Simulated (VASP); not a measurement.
# CdS (Greenockite) with LDA: from relaxation to properties, part 3 of 6

Aim: relax CdS (Greenockite), then compute properties on the relaxed cell. The start is a cell from a database of measured crystal structures.

VASP 6.6.1, plane waves and PAW; the level of theory is named at each step.

So far, gap on the k-mesh (eV): step 2 (relaxing cell and atoms (LDA)) 1.04; step 3 (second relaxation) 1.05.

The database entry behind the starting cell differs from later determinations by our own check (about 0.35 % long), so it need not match the best structure at ambient conditions.

### 5. Band structure (LDA)

Level of this step: LDA; plane waves and PAW (Cd, S) (VASP).

Levels along the symmetry lines show where the bands peak and cross; KPOINTS_OPT computes them in the converged potential.

INCAR

```
SYSTEM = CdS
PREC = Accurate
ENCUT = 400
EDIFF = 1E-06
NELM = 100
ISMEAR = 0
SIGMA = 0.05
LREAL = .FALSE.
ALGO = Normal
GGA = CA
NBANDS = 32
LORBIT = 11
LWAVE = .FALSE.
LCHARG = .FALSE.
KPAR = 4
```

POSCAR

```
CdS
1.0
    4.0760154983      0.0000000000      0.0000000000
   -2.0380077491      3.5299329677      0.0000000000
    0.0000000000      0.0000000000      6.6442264195
Cd S
2 2
Direct
    0.3333333333      0.6666666667      0.9995662760
    0.6666666667      0.3333333333      0.4995662760
    0.3333333333      0.6666666667      0.3754337240
    0.6666666667      0.3333333333      0.8754337240
```

KPOINTS

```
Automatic mesh
0
Gamma
6 6 4
0 0 0
```

KPOINTS_OPT

```
Line mode
16
Line-mode
Reciprocal
  0.00000000   0.00000000   0.00000000 GAMMA
  0.50000000   0.00000000   0.00000000 M

  0.50000000   0.00000000   0.00000000 M
  0.33333333   0.33333333   0.00000000 K

  0.33333333   0.33333333   0.00000000 K
  0.00000000   0.00000000   0.00000000 GAMMA

  0.00000000   0.00000000   0.00000000 GAMMA
  0.00000000   0.00000000   0.50000000 A

  0.00000000   0.00000000   0.50000000 A
  0.50000000   0.00000000   0.50000000 L

  0.50000000   0.00000000   0.50000000 L
  0.33333333   0.33333333   0.50000000 H

  0.33333333   0.33333333   0.50000000 H
  0.00000000   0.00000000   0.50000000 A

  0.50000000   0.00000000   0.50000000 L
  0.50000000   0.00000000   0.00000000 M

  0.33333333   0.33333333   0.00000000 K
  0.33333333   0.33333333   0.50000000 H
```

Potentials, in the order of the species: Cd and S (LDA family, release 64).

On the command line:

```bash
$ mpirun -np 4 vasp_std
```

Log:

```text
[... set-up lines as in an earlier step ...]
 entering main loop
       N       E                     dE             d eps       ncg     rms          rms(c)
DAV:   1     0.218139842427E+03    0.21814E+03   -0.14909E+04  1352   0.846E+02
DAV:   2    -0.509534026939E+01   -0.22324E+03   -0.21317E+03  1520   0.254E+02
DAV:   3    -0.157583261539E+02   -0.10663E+02   -0.10610E+02  1664   0.582E+01
DAV:   4    -0.158401838181E+02   -0.81858E-01   -0.81844E-01  1496   0.496E+00
DAV:   5    -0.158413516419E+02   -0.11678E-02   -0.11678E-02  1656   0.566E-01    0.125E+01
DAV:   6    -0.148658736342E+02    0.97548E+00   -0.12753E+00  1904   0.120E+01    0.964E+00
DAV:   7    -0.148236378419E+02    0.42236E-01   -0.54950E-01  1640   0.360E+00    0.353E+00
DAV:   8    -0.148116789231E+02    0.11959E-01   -0.71379E-02  1520   0.229E+00    0.502E-01
DAV:   9    -0.148107326092E+02    0.94631E-03   -0.92147E-03  1576   0.110E+00    0.106E-01
DAV:  10    -0.148105780910E+02    0.15452E-03   -0.63007E-04  1568   0.279E-01    0.724E-02
DAV:  11    -0.148106084816E+02   -0.30391E-04   -0.19670E-04  1592   0.882E-02    0.247E-02
DAV:  12    -0.148105986103E+02    0.98713E-05   -0.52449E-05  1688   0.735E-02    0.155E-02
DAV:  13    -0.148105988974E+02   -0.28715E-06   -0.56141E-06  1576   0.168E-02
   1 F= -.14810599E+02 E0= -.14810599E+02  d E =-.374156E-14
 Start KPOINTS_OPT (optional k-point list driver)
k-point batch [1-21\144]
       N       E                     dE             ncg
DAV:   1     0.138705795358E+04   -0.10557E+05     1344
DAV:   2    -0.334900384835E+04   -0.47361E+04     1536
DAV:   3    -0.357654157328E+04   -0.22754E+03     1648
DAV:   4    -0.357823260834E+04   -0.16910E+01     1496
DAV:   5    -0.357825540901E+04   -0.22801E-01     1720
DAV:   6    -0.357825584743E+04   -0.43842E-03     1480
DAV:   7    -0.357825585790E+04   -0.10468E-04     1704
DAV:   8    -0.357825585813E+04   -0.23337E-06     1064
[...]
k-point batch [127-144\144]
       N       E                     dE             ncg
DAV:   1     0.393203511980E+04   -0.17886E+05     1152
DAV:   2    -0.492541304391E+02   -0.39813E+04     1312
DAV:   3    -0.229115977402E+03   -0.17986E+03     1408
DAV:   4    -0.230388791993E+03   -0.12728E+01     1360
DAV:   5    -0.230405669914E+03   -0.16878E-01     1424
DAV:   6    -0.230405979915E+03   -0.31000E-03     1368
DAV:   7    -0.230405986409E+03   -0.64947E-05     1432
DAV:   8    -0.230405986533E+03   -0.12380E-06     1048
```

Elapsed: 21 s, on 4 MPI ranks of Intel Xeon 6975P-C (Granite Rapids), shared host; peak memory 0.84 GiB; 78 s of CPU time.

From OUTCAR (step 5):

```text
   k-points           NKPTS =     21   k-points in BZ     NKDIM =     21   number of bands    NBANDS=     32

   NELECT =      36.0000    total number of electrons

 E-fermi :   1.7168

 k-point     1 :       0.0000    0.0000    0.0000
  band No.  band energies     occupation
    ...
     14       0.6311      2.00000
     15       0.6311      2.00000
     16       1.4028      2.00000
     17       1.4650      2.00000
     18       1.4650      2.00000
     19       2.5127      0.00000
     20       4.0947      0.00000
     21       7.7508      0.00000
     22       7.7508      0.00000
     23       8.0328      0.00000
    ...

  Total       -0.0054674     -0.0054674     -0.0055991     -0.0000000      0.0000000      0.0000000
  in kB       -0.0916319     -0.0916319     -0.0938394     -0.0000000      0.0000000      0.0000000
  external PRESSURE =      -0.0923677 kB  Pullay stress =       0.0000000 kB

 POSITION                                       TOTAL-FORCE (eV/Angst)
 -----------------------------------------------------------------------------------
     -0.00000      2.35329      6.64134         0.000000      0.000000     -0.002745
      2.03801      1.17664      3.31923         0.000000     -0.000000     -0.002745
     -0.00000      2.35329      2.49447         0.000000      0.000000      0.002745
      2.03801      1.17664      5.81658        -0.000000     -0.000000      0.002745
 -----------------------------------------------------------------------------------
    total drift:                               -0.000000      0.000000      0.000251

  FREE ENERGIE OF THE ION-ELECTRON SYSTEM (eV)
  ---------------------------------------------------
  free  energy   TOTEN  =       -14.8105988974 eV

  energy  without entropy=      -14.8105988974  energy(sigma->0) =      -14.81059890

[... 9 parts as in an earlier step ...]

[... 7 further parts left out ...]
```

Spin-orbit coupling is off here; it would split degenerate levels.

This step gave:

```yaml
scf_cycles: 13
bands: 32
fermi_energy: 1.717 eV
pressure: -0.009237 GPa
least_gap_on_mesh_and_path: 1.048 eV
least_direct_gap_on_mesh_and_path: 1.048 eV
```

Electronic bands along the path, in eV, zero at the valence-band top; v1 is the highest filled band, c1 the lowest empty one:

| point | v4 | v3 | v2 | v1 | c1 | c2 | c3 | c4 |
| --- | --- | --- | --- | --- | --- | --- | --- | --- |
| Γ | -0.83 | -0.06 | 0.00 | 0.00 | 1.05 | 2.63 | 6.29 | 6.29 |
| 0.53 of the way | -2.23 | -1.56 | -0.63 | -0.46 | 3.00 | 3.88 | 5.29 | 6.16 |
| M | -2.91 | -2.06 | -1.46 | -0.83 | 3.61 | 3.67 | 4.87 | 6.34 |
| 0.47 of the way | -2.95 | -2.39 | -1.59 | -1.30 | 4.20 | 4.51 | 4.69 | 6.33 |
| K | -3.42 | -2.05 | -2.05 | -1.82 | 4.31 | 5.12 | 5.12 | 6.99 |
| 0.53 of the way | -2.39 | -1.70 | -0.66 | -0.62 | 3.18 | 4.38 | 5.33 | 5.70 |
| Γ | -0.83 | -0.06 | 0.00 | 0.00 | 1.05 | 2.63 | 6.29 | 6.29 |
| 0.53 of the way | -0.70 | -0.70 | -0.15 | -0.15 | 2.06 | 2.72 | 6.05 | 6.37 |
| A | -0.43 | -0.43 | -0.43 | -0.43 | 2.72 | 2.72 | 6.01 | 6.01 |
| 0.47 of the way | -1.45 | -1.45 | -0.94 | -0.94 | 3.70 | 3.70 | 5.26 | 5.26 |
| L | -1.48 | -1.48 | -1.47 | -1.47 | 3.26 | 3.26 | 5.21 | 5.21 |
| 0.53 of the way | -2.23 | -2.23 | -1.30 | -1.30 | 3.89 | 3.89 | 5.63 | 5.63 |
| H | -2.69 | -2.69 | -1.25 | -1.25 | 4.26 | 4.26 | 5.87 | 5.87 |
| 0.47 of the way | -1.56 | -1.56 | -1.39 | -1.39 | 4.08 | 4.08 | 5.33 | 5.33 |
| A | -0.43 | -0.43 | -0.43 | -0.43 | 2.72 | 2.72 | 6.01 | 6.01 |
| jump to L | -1.48 | -1.48 | -1.47 | -1.47 | 3.26 | 3.26 | 5.21 | 5.21 |
| 0.53 of the way | -2.42 | -1.92 | -1.26 | -1.01 | 3.15 | 3.70 | 5.40 | 5.57 |
| M | -2.91 | -2.06 | -1.46 | -0.83 | 3.61 | 3.67 | 4.87 | 6.34 |
| jump to K | -3.42 | -2.05 | -2.05 | -1.82 | 4.31 | 5.12 | 5.12 | 6.99 |
| 0.53 of the way | -3.18 | -2.13 | -1.60 | -1.60 | 4.69 | 4.69 | 4.85 | 6.63 |
| H | -2.69 | -2.69 | -1.25 | -1.25 | 4.26 | 4.26 | 5.87 | 5.87 |

Of the projections kept (Cd, S), the largest for each band there; the rest of the weight can lie on other orbitals:

| point | v4 | v3 | v2 | v1 | c1 | c2 | c3 | c4 |
| --- | --- | --- | --- | --- | --- | --- | --- | --- |
| Γ | S 0.76 | S 0.78 | S 0.78 | S 0.78 | Cd 0.52 | Cd 0.70 | Cd 1.00 | Cd 1.00 |
| M | S 0.69 | S 0.77 | S 0.71 | S 0.76 | Cd 0.55 | Cd 0.81 | Cd 0.53 | S 0.62 |
| K | S 0.73 | S 0.71 | S 0.71 | S 0.71 | Cd 0.84 | S 0.53 | S 0.53 | S 0.74 |
| Γ | S 0.76 | S 0.78 | S 0.78 | S 0.78 | Cd 0.52 | Cd 0.70 | Cd 1.00 | Cd 1.00 |
| A | S 0.76 | S 0.76 | S 0.76 | S 0.76 | Cd 0.52 | Cd 0.52 | S 0.51 | S 0.51 |
| L | S 0.75 | S 0.75 | S 0.74 | S 0.74 | Cd 0.70 | Cd 0.70 | Cd 0.75 | Cd 0.75 |

The path finds the gap of the mesh within 0.02 eV, so the mesh comes close to both band edges.

### 6. Total and projected DOS (LDA)

Here the states are counted by energy and projected on the atoms. The mesh is finer than in the run before.

INCAR, as its differences from that of step 5:

```diff
@@ -5,3 +5,3 @@
 NELM = 100
-ISMEAR = 0
+ISMEAR = -5
 SIGMA = 0.05
@@ -15 +15,2 @@
 KPAR = 4
+NEDOS = 2001
```

POSCAR is that of step 5.

KPOINTS

```
Automatic mesh
0
Gamma
9 9 5
0 0 0
```

On the command line:

```bash
$ mpirun -np 4 vasp_std
```

Log:

```text
[... set-up lines as in an earlier step ...]
 entering main loop
       N       E                     dE             d eps       ncg     rms          rms(c)
DAV:   1     0.219812635121E+03    0.21981E+03   -0.14945E+04  2320   0.851E+02
DAV:   2    -0.482342473359E+01   -0.22464E+03   -0.21474E+03  2640   0.256E+02
DAV:   3    -0.157555892700E+02   -0.10932E+02   -0.10875E+02  2864   0.590E+01
DAV:   4    -0.158416897226E+02   -0.86100E-01   -0.86086E-01  2640   0.506E+00
DAV:   5    -0.158429142681E+02   -0.12245E-02   -0.12245E-02  2880   0.575E-01    0.125E+01
DAV:   6    -0.148689731124E+02    0.97394E+00   -0.12798E+00  3232   0.120E+01    0.964E+00
DAV:   7    -0.148269978283E+02    0.41975E-01   -0.54839E-01  2864   0.360E+00    0.353E+00
DAV:   8    -0.148150500547E+02    0.11948E-01   -0.71495E-02  2624   0.229E+00    0.501E-01
DAV:   9    -0.148141013830E+02    0.94867E-03   -0.91846E-03  2744   0.110E+00    0.105E-01
DAV:  10    -0.148139479660E+02    0.15342E-03   -0.62757E-04  2680   0.278E-01    0.720E-02
DAV:  11    -0.148139783126E+02   -0.30347E-04   -0.19508E-04  2808   0.874E-02    0.254E-02
DAV:  12    -0.148139684029E+02    0.99097E-05   -0.54135E-05  2872   0.741E-02    0.154E-02
DAV:  13    -0.148139685793E+02   -0.17645E-06   -0.57365E-06  2688   0.174E-02
   1 F= -.14813969E+02 E0= -.14813969E+02  d E =0.000000E+00
```

Elapsed: 8 s, on 4 MPI ranks; peak memory 0.75 GiB.

Parts of OUTCAR (step 6):

```text
   k-points           NKPTS =     36   k-points in BZ     NKDIM =     36   number of bands    NBANDS=     32

   NELECT =      36.0000    total number of electrons

 E-fermi :   1.4691

 k-point     1 :       0.0000    0.0000    0.0000
  band No.  band energies     occupation
    ...
     14       0.6296      2.00000
     15       0.6296      2.00000
     16       1.4014      2.00000
     17       1.4633      2.00000
     18       1.4633      2.00000
     19       2.5121      0.00000
     20       4.0944      0.00000
     21       7.7504      0.00000
     22       7.7504      0.00000
     23       8.0324      0.00000
    ...

  Total       -0.0129976     -0.0129976      0.0037451     -0.0000000      0.0000000      0.0000000
  in kB       -0.2178342     -0.2178342      0.0627669     -0.0000000      0.0000000      0.0000000
  external PRESSURE =      -0.1243005 kB  Pullay stress =       0.0000000 kB

 POSITION                                       TOTAL-FORCE (eV/Angst)
 -----------------------------------------------------------------------------------
     -0.00000      2.35329      6.64134        -0.000000     -0.000000     -0.003962
      2.03801      1.17664      3.31923         0.000000      0.000000     -0.003962
     -0.00000      2.35329      2.49447         0.000000      0.000000      0.003962
      2.03801      1.17664      5.81658        -0.000000      0.000000      0.003962
 -----------------------------------------------------------------------------------
    total drift:                               -0.000000      0.000000      0.000234

  FREE ENERGIE OF THE ION-ELECTRON SYSTEM (eV)
  ---------------------------------------------------
  free  energy   TOTEN  =       -14.8139685793 eV

  energy  without entropy=      -14.8139685793  energy(sigma->0) =      -14.81396858

[... 7 parts as in an earlier step ...]

[... 9 further parts left out ...]
```

Numbers from this step:

```yaml
irreducible_k_points: 36
fermi_energy: 1.469 eV
pressure: -0.01243 GPa
gap_on_the_k_mesh: 1.049 eV
least_direct_gap_on_the_k_mesh: 1.049 eV
```

The density of states has structure finer than the step of the table below, so its rows give means over 0.5 eV, whole bins alone (the curve runs from -12.0 to 6.78 eV). Peaks (eV: height): total -7.76: 40.3, -7.38: 43.6, -1.21: 6.25, 5.27: 6.47; S p -7.76: 1.37, -4.22: 1.52, -2.11: 1.46, -1.21: 2.75; Cd s -4.22: 1.16, 3.92: 0.641, 5.27: 0.527; Cd d -7.76: 35.2, -7.38: 40.9; Cd p -1.21: 0.407, 3.92: 0.186, 5.27: 0.511, 6.70: 0.909.

States under -12.0 eV and over 6.8 eV are left out. Table of density of states by energy, zero at the valence-band top; means over each step; values in states/eV/cell:

| energy (eV) | total | S p | Cd s | Cd d | Cd p | S s |
| --- | --- | --- | --- | --- | --- | --- |
| -8.5 | 0 | 0 | 0 | 0 | 0 | 0 |
| -8.0 | 7.70 | 0.279 | 0.0105 | 6.70 | 0.00974 | 0.00218 |
| -7.5 | 26.0 | 0.372 | 0.0540 | 23.7 | 0.0195 | 0.0339 |
| -7.0 | 5.87 | 0.0449 | 0.0472 | 5.08 | 0.0185 | 0.254 |
| -6.5 | 0.562 | 0.00206 | 0.00188 | 0.481 | 0.00288 | 0.0381 |
| -6.0 | 0 | 0 | 0 | 0 | 0 | 0 |
| -5.5 | 0 | 0 | 0 | 0 | 0 | 0 |
| -5.0 | 9.4e-5 | 2.9e-5 | 1.4e-5 | 0 | 0 | 0 |
| -4.5 | 1.92 | 0.514 | 0.390 | 0.0833 | 0.0302 | 0.0125 |
| -4.0 | 2.99 | 0.795 | 0.565 | 0.197 | 0.0539 | 0.0573 |
| -3.5 | 1.50 | 0.399 | 0.224 | 0.142 | 0.0403 | 0.0570 |
| -3.0 | 1.39 | 0.433 | 0.0938 | 0.101 | 0.0837 | 0.0314 |
| -2.5 | 2.30 | 0.789 | 0.0951 | 0.162 | 0.158 | 0.0336 |
| -2.0 | 3.34 | 1.26 | 0.0749 | 0.228 | 0.244 | 0.0291 |
| -1.5 | 4.15 | 1.72 | 0.0444 | 0.324 | 0.286 | 0.0196 |
| -1.0 | 4.54 | 2.04 | 0.0245 | 0.400 | 0.277 | 0.0123 |
| -0.5 | 1.73 | 0.834 | 0.00275 | 0.183 | 0.0803 | 0.00154 |
| 0.0 | 0.233 | 0.118 | 5.8e-5 | 0.0279 | 0.00751 | 4.6e-5 |
| 0.5 | 0 | 0 | 0 | 0 | 0 | 0 |
| 1.0 | 6.0e-4 | 4.0e-5 | 1.2e-4 | 0 | 0 | 1.0e-4 |
| 1.5 | 0.0219 | 0.00267 | 0.00440 | 7.0e-5 | 2.1e-4 | 0.00400 |
| 2.0 | 0.104 | 0.0169 | 0.0188 | 0.00117 | 0.00198 | 0.0166 |
| 2.5 | 0.247 | 0.0430 | 0.0429 | 0.00204 | 0.00716 | 0.0350 |
| 3.0 | 0.912 | 0.121 | 0.165 | 0.00936 | 0.0421 | 0.100 |
| 3.5 | 2.29 | 0.261 | 0.412 | 0.0370 | 0.125 | 0.196 |
| 4.0 | 2.85 | 0.332 | 0.540 | 0.0699 | 0.155 | 0.151 |
| 4.5 | 1.43 | 0.198 | 0.251 | 0.0443 | 0.0704 | 0.0464 |
| 5.0 | 1.88 | 0.289 | 0.199 | 0.0752 | 0.126 | 0.0227 |
| 5.5 | 4.05 | 0.552 | 0.365 | 0.146 | 0.369 | 0.0412 |
| 6.0 | 1.95 | 0.277 | 0.115 | 0.0687 | 0.206 | 0.0248 |
| 6.5 | 2.74 | 0.251 | 0.0587 | 0.0848 | 0.415 | 0.0236 |

The gap on this mesh is 1.05 eV. In the top eV of the valence band the largest shares in the PAW spheres are S p 47 %, Cd d 10 % and Cd p 5 %; in the lowest eV of the conduction band, Cd s 19 %, S s 17 % and S p 14 %. The rest lies in smaller channels or between the spheres.

### 7. Independent-particle dielectric function (LDA)

LOPTICS sums transitions from filled to empty bands. NBANDS is raised for it.

INCAR

```
SYSTEM = CdS
PREC = Accurate
ENCUT = 400
EDIFF = 1E-06
NELM = 100
ISMEAR = 0
SIGMA = 0.05
LREAL = .FALSE.
ALGO = Normal
GGA = CA
NBANDS = 50
LORBIT = 11
LWAVE = .FALSE.
LCHARG = .FALSE.
KPAR = 4
LOPTICS = .TRUE.
NEDOS = 1500
CSHIFT = 0.1
```

POSCAR is that of step 6.

KPOINTS is that of step 6.

On the command line:

```bash
$ mpirun -np 4 vasp_std
```

Log:

```text
[... set-up lines as in an earlier step ...]
 entering main loop
       N       E                     dE             d eps       ncg     rms          rms(c)
DAV:   1     0.250696294841E+03    0.25070E+03   -0.13332E+04  3632   0.542E+02
DAV:   2    -0.227510878536E+01   -0.25297E+03   -0.22875E+03  4098   0.185E+02
DAV:   3    -0.157590039375E+02   -0.13484E+02   -0.13350E+02  4322   0.464E+01
DAV:   4    -0.158423257252E+02   -0.83322E-01   -0.83295E-01  4136   0.371E+00
DAV:   5    -0.158429318032E+02   -0.60608E-03   -0.60606E-03  4254   0.283E-01    0.125E+01
DAV:   6    -0.148756582618E+02    0.96727E+00   -0.48093E-01  5152   0.766E+00    0.981E+00
DAV:   7    -0.148254731500E+02    0.50185E-01   -0.34117E-01  4306   0.199E+00    0.350E+00
DAV:   8    -0.148146239070E+02    0.10849E-01   -0.34976E-02  4122   0.122E+00    0.449E-01
DAV:   9    -0.148140019183E+02    0.62199E-03   -0.42736E-03  4172   0.483E-01    0.136E-01
DAV:  10    -0.148139585457E+02    0.43373E-04   -0.30963E-04  4170   0.127E-01    0.981E-02
DAV:  11    -0.148139687705E+02   -0.10225E-04   -0.86488E-05  4108   0.401E-02    0.569E-02
DAV:  12    -0.148139683035E+02    0.46698E-06   -0.37434E-06  4120   0.131E-02
   1 F= -.14813968E+02 E0= -.14813968E+02  d E =-.418370E-12
 optical routines
 imaginary and real dielectric function
 recalculating local potential from charge density
 direction            1
 direction            2
 direction            3
```

Wall time 11 s (4 MPI ranks); peak memory 1.1 GiB; 40 s of CPU time.

From OUTCAR (step 7):

```text
   k-points           NKPTS =     36   k-points in BZ     NKDIM =     36   number of bands    NBANDS=     50

   NELECT =      36.0000    total number of electrons

 E-fermi :   1.6847

 k-point     1 :       0.0000    0.0000    0.0000
  band No.  band energies     occupation
    ...
     14       0.6295      2.00000
     15       0.6295      2.00000
     16       1.4013      2.00000
     17       1.4632      2.00000
     18       1.4632      2.00000
     19       2.5119      0.00000
     20       4.0943      0.00000
     21       7.7503      0.00000
     22       7.7503      0.00000
     23       8.0324      0.00000
    ...

  Total       -0.0014991     -0.0014991      0.0149829     -0.0000000      0.0000000      0.0000000
  in kB       -0.0251248     -0.0251248      0.2511082     -0.0000000      0.0000000      0.0000000
  external PRESSURE =       0.0669528 kB  Pullay stress =       0.0000000 kB

 POSITION                                       TOTAL-FORCE (eV/Angst)
 -----------------------------------------------------------------------------------
     -0.00000      2.35329      6.64134         0.000000     -0.000000     -0.003967
      2.03801      1.17664      3.31923        -0.000000      0.000000     -0.003967
     -0.00000      2.35329      2.49447         0.000000      0.000000      0.003967
      2.03801      1.17664      5.81658        -0.000000     -0.000000      0.003967
 -----------------------------------------------------------------------------------
    total drift:                               -0.000000      0.000000      0.000178

  FREE ENERGIE OF THE ION-ELECTRON SYSTEM (eV)
  ---------------------------------------------------
  free  energy   TOTEN  =       -14.8139683035 eV

  energy  without entropy=      -14.8139683035  energy(sigma->0) =      -14.81396830

 plasma frequency squared (from intraband transitions) (eV^2)
  --------------------------------------------------------------------------------------
       0.000       0.000       0.000
       0.000       0.000       0.000
       0.000       0.000       0.000

[... 9 parts as in an earlier step ...]

[... 7 further parts left out ...]
```

These are independent-particle spectra without excitons or local fields, and fine structure depends on the mesh and on CSHIFT.

Numbers from this step:

* SCF cycles: 12
* bands: 50
* Fermi energy: 1.685 eV
* pressure: 0.006695 GPa

The imaginary dielectric function has structure finer than the step of the table below, so its rows give means over 1 eV, whole bins alone (the curve runs from 0 to 25.0 eV). Peaks (eV: height): xx 1.9: 3.03, 3.4: 4.57, 4.1: 8.06, 5.2: 8.32, 5.7: 7.87, 6.4: 10.6, 7.8: 7.89; zz 1.9: 3.89, 3.2: 3.87, 4.1: 8.07, 4.6: 11.1, 5.1: 8.77, 6.7: 8.68, 7.9: 8.86.

Table of imaginary dielectric function by photon energy; means over each step:

| photon energy (eV) | xx | zz |
| --- | --- | --- |
| 1 | 0.815 | 0.811 |
| 2 | 1.57 | 1.54 |
| 3 | 2.52 | 2.59 |
| 4 | 4.93 | 4.91 |
| 5 | 6.43 | 7.58 |
| 6 | 7.72 | 6.78 |
| 7 | 7.64 | 7.61 |
| 8 | 5.92 | 6.06 |
| 9 | 2.98 | 2.87 |
| 10 | 2.01 | 2.16 |
| 11 | 1.72 | 1.73 |
| 12 | 1.19 | 1.10 |
| 13 | 1.05 | 1.05 |
| 14 | 0.967 | 0.976 |
| 15 | 0.829 | 0.873 |
| 16 | 0.618 | 0.613 |
| 17 | 0.558 | 0.513 |
| 18 | 0.484 | 0.432 |
| 19 | 0.457 | 0.441 |
| 20 | 0.511 | 0.549 |
| 21 | 0.416 | 0.441 |
| 22 | 0.387 | 0.369 |
| 23 | 0.338 | 0.352 |
| 24 | 0.307 | 0.298 |

Table of real dielectric function by photon energy:

| photon energy (eV) | xx | zz |
| --- | --- | --- |
| 0 | 6.96 | 7.02 |
| 1 | 7.70 | 8.21 |
| 2 | 6.01 | 5.70 |
| 3 | 7.92 | 7.89 |
| 4 | 9.55 | 11.1 |
| 5 | 5.99 | 4.23 |
| 6 | 5.73 | 3.73 |
| 7 | 0.307 | -0.513 |
| 8 | -2.97 | -3.29 |
| 9 | -2.12 | -2.08 |
| 10 | -1.19 | -0.917 |
| 11 | -0.586 | -0.621 |
| 12 | -0.735 | -0.728 |
| 13 | -0.395 | -0.300 |
| 14 | -0.0328 | 0.0809 |
| 15 | -0.156 | -0.211 |
| 16 | -0.0263 | -0.0392 |
| 17 | 0.148 | 0.138 |
| 18 | 0.233 | 0.189 |
| 19 | 0.409 | 0.433 |
| 20 | 0.316 | 0.309 |
| 21 | 0.321 | 0.320 |
| 22 | 0.372 | 0.387 |
| 23 | 0.393 | 0.379 |
| 24 | 0.452 | 0.455 |

The mean of ε2 over directions passes 5 % of its top at 0.85 eV, against a least direct gap of 1.05 eV on this mesh; what lies under the gap is the tail of the broadening by CSHIFT.

(Part 3 of 6 ends here.)

[Lines on the potential files, build, host, timing and source positions are cut from VASP's logs without a mark.]

[Logs are printed without paths, hosts, clocks, repeated set-up lines and the standing remarks that a program may print on its own settings, such as how far it seeks lower states.]

[Hosts, paths, dates, database ids (printed as entryN), source tags and the programs' standing remarks are cut or masked in the printed files.]

[A measured line is paired with the nearest computed mode of its activity, which favours agreement.]
